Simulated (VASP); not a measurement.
Output of a VASP run:

OUTCAR:
```
 ion  position               nearest neighbor table
   1  0.000  0.000  0.000-   2 2.36   2 2.36   2 2.36   2 2.36
   2  0.750  0.750  0.750-   1 2.36   1 2.36   1 2.36   1 2.36
  LATTYP: Found a face centered cubic cell.
 ALAT       =     5.4463108598
 Subroutine PRICEL returns:
 Original cell was already a primitive cell.
 Subroutine GETGRP returns: Found 24 space group operations
The static configuration has the point symmetry T_d .
The dynamic configuration has the point symmetry T_d .
 Subroutine INISYM returns: Found 24 space group operations
 Subroutine IBZKPT returns following result:
 Found     29 irreducible k-points:

 Following reciprocal coordinates:
            Coordinates               Weight
  0.000000  0.000000  0.000000      1.000000
  0.125000  0.000000  0.000000      8.000000
  0.250000  0.000000  0.000000      8.000000
  0.375000  0.000000  0.000000      8.000000
  0.500000  0.000000  0.000000      4.000000
  0.125000  0.125000  0.000000      6.000000
  0.250000  0.125000  0.000000     24.000000
  0.375000  0.125000  0.000000     24.000000
  0.500000  0.125000  0.000000     24.000000
 -0.375000  0.125000  0.000000     24.000000
 -0.250000  0.125000  0.000000     24.000000
 -0.125000  0.125000  0.000000     12.000000
  0.250000  0.250000  0.000000      6.000000
  0.375000  0.250000  0.000000     24.000000
  0.500000  0.250000  0.000000     24.000000
 -0.375000  0.250000  0.000000     24.000000
 -0.250000  0.250000  0.000000     12.000000
  0.375000  0.375000  0.000000      6.000000
  0.500000  0.375000  0.000000     24.000000
 -0.375000  0.375000  0.000000     12.000000
  0.500000  0.500000  0.000000      3.000000
  0.375000  0.250000  0.125000     24.000000
  0.500000  0.250000  0.125000     48.000000
 -0.375000  0.250000  0.125000     24.000000
  0.500000  0.375000  0.125000     24.000000
 -0.375000  0.375000  0.125000     48.000000
 -0.250000  0.375000  0.125000     24.000000
 -0.375000  0.500000  0.125000     12.000000
 -0.250000  0.500000  0.250000      6.000000
   k-points           NKPTS =     29   k-points in BZ     NKDIM =     29   number of bands    NBANDS=     13
   number of dos      NEDOS =    301   number of ions     NIONS =      2
   total plane-waves  NPLWV =  21952
   dimension x,y,z NGX =    28 NGY =   28 NGZ =   28
   dimension x,y,z NGXF=    56 NGYF=   56 NGZF=   56
   ions per type =               1   1
   PREC   = accura    normal or accurate (medium, high low for compatibility)
   ISTART =      0    job   : 0-new  1-cont  2-samecut
   ICHARG =      2    charge: 1-file 2-atom 10-const
   ISPIN  =      1    spin polarized calculation?
   LNONCOLLINEAR =      F non collinear calculations
   LSORBIT =      F    spin-orbit coupling
   INIWAV =      1    electr: 0-lowe 1-rand  2-diag
   ENCUT  =  480.0 eV  35.28 Ry    5.94 a.u.   6.88  6.88  6.88*2*pi/ulx,y,z
   NELM   =    100;   NELMIN=  2; NELMDL= -5     # of ELM steps
   EDIFF  = 0.1E-05   stopping-criterion for ELM
   LREAL  =      F    real-space projection
   NLSPLINE    = F    spline interpolate recip. space projectors
   LMAXMIX     =    4 max onsite mixed and CHGCAR
   VOSKOWN=      0    Vosko Wilk Nusair interpolation
   EDIFFG = -.1E-01   stopping-criterion for IOM
   NSW    =     60    number of steps for IOM
   NBLOCK =      1;   KBLOCK =     60    inner block; outer block
   IBRION =      2    ionic relax: 0-MD 1-quasi-New 2-CG
   NFREE  =      1    steps in history (QN), initial steepest desc. (CG)
   ISIF   =      3    stress and relaxation
   ISYM   =      2    0-nonsym 1-usesym 2-fastsym
   TEIN   =    0.0    initial temperature
   TEBEG  =    0.0;   TEEND  =   0.0 temperature during run
   SMASS  =  -3.00    Nose mass-parameter (am)
   PSTRESS=    0.0 pullay stress
   NELECT =      18.0000    total number of electrons
   EFERMI =   0.00;   METHOD = LEGACY
   ISMEAR =     0;   SIGMA  =   0.05  broadening in eV -4-tet -1-fermi 0-gaus
   IALGO  =     38    algorithm
...
```

OSZICAR:
```
       N       E                     dE             d eps       ncg     rms          rms(c)
DAV:   1     0.905641866441E+02    0.90564E+02   -0.89628E+03   754   0.158E+03
DAV:   2    -0.984670709493E+00   -0.91549E+02   -0.86579E+02   809   0.280E+02
DAV:   3    -0.719761839804E+01   -0.62129E+01   -0.61835E+01   954   0.748E+01
DAV:   4    -0.727793982430E+01   -0.80321E-01   -0.80286E-01   819   0.901E+00
DAV:   5    -0.727915264051E+01   -0.12128E-02   -0.12128E-02   914   0.110E+00    0.679E+00
DAV:   6    -0.686741652730E+01    0.41174E+00   -0.95748E-01  1122   0.363E+01    0.525E+00
DAV:   7    -0.685203395289E+01    0.15383E-01   -0.33055E-01   794   0.561E+00    0.267E+00
DAV:   8    -0.685154361802E+01    0.49033E-03   -0.54482E-03   874   0.701E-01    0.771E-01
DAV:   9    -0.685184914729E+01   -0.30553E-03   -0.11026E-03   827   0.313E-01    0.123E-01
DAV:  10    -0.685199379721E+01   -0.14465E-03   -0.14144E-04   854   0.129E-01    0.581E-02
DAV:  11    -0.685201512258E+01   -0.21325E-04   -0.34148E-05   832   0.786E-02    0.746E-03
DAV:  12    -0.685201636815E+01   -0.12456E-05   -0.27806E-06   856   0.199E-02    0.568E-03
DAV:  13    -0.685201624837E+01    0.11977E-06   -0.28658E-07   487   0.131E-02
   1 F= -.68520162E+01 E0= -.68520162E+01  d E =-.685202E+01
```

OUTCAR:
```
------------------------ aborting loop because EDIFF is reached ----------------------------------------
  FORCE on cell =-STRESS in cart. coord.  units (eV):
  Direction    XX          YY          ZZ          XY          YZ          ZX
  --------------------------------------------------------------------------------------
  Total        0.0014239      0.0014239      0.0014239      0.0000000      0.0000000      0.0000000
  in kB        0.0564863      0.0564863      0.0564863      0.0000000      0.0000000      0.0000000
  external PRESSURE =       0.0564863 kB  Pullay stress =       0.0000000 kB
  volume of cell :       40.39
      direct lattice vectors                 reciprocal lattice vectors
     0.000000000  2.723155430  2.723155430    -0.183610526  0.183610526  0.183610526
     2.723155430  0.000000000  2.723155430     0.183610526 -0.183610526  0.183610526
     2.723155430  2.723155430  0.000000000     0.183610526  0.183610526 -0.183610526
  FREE ENERGIE OF THE ION-ELECTRON SYSTEM (eV)
  ---------------------------------------------------
  free  energy   TOTEN  =        -6.8520162484 eV

  energy  without entropy=       -6.8520162484  energy(sigma->0) =       -6.85201625

 reached required accuracy - stopping structural energy minimisation
```
(Selected blocks of OUTCAR.)

File POSCAR:
```
ZnS
1
    0.0000000000     2.7231554299     2.7231554299
    2.7231554299     0.0000000000     2.7231554299
    2.7231554299     2.7231554299     0.0000000000
Zn S
1 1
Direct
  0.0000000000   0.0000000000   0.0000000000
  0.7500000000   0.7500000000   0.7500000000
```

### Question
Write an INCAR and KPOINTS that could have produced this output.

### Answer
One answer among several that fit: the input of the run itself, PBE GGA, plane waves, VASP's PBE PAW potentials (set 64).

**KPOINTS**
```
K-points
0
G
  8 8 8
```

**INCAR**
```
NSW=60
LREAL=.FALSE.   # projection in real space or not
SYSTEM=ZnS
LASPH=.TRUE.   # aspherical one-centre terms
EDIFF=1E-6
LCHARG=.FALSE.
SIGMA=0.05
ISMEAR=0   # Gaussian
ISIF=3   # ions, shape and volume
ALGO=Normal   # blocked Davidson
IBRION=2   # conjugate gradients
ENCUT=480   # plane-wave cut-off (eV)
PREC=Accurate
GGA=PE
LWAVE=.FALSE.
LMAXMIX=4
EDIFFG=-0.01   # ionic stop
NELM=100
```

POTCAR, in this order: Zn S (PBE.64 set). Program: vasp_std.

The compound is ZnS in the zinc blende structure. It was relaxed first. The start is the result of an earlier pass.
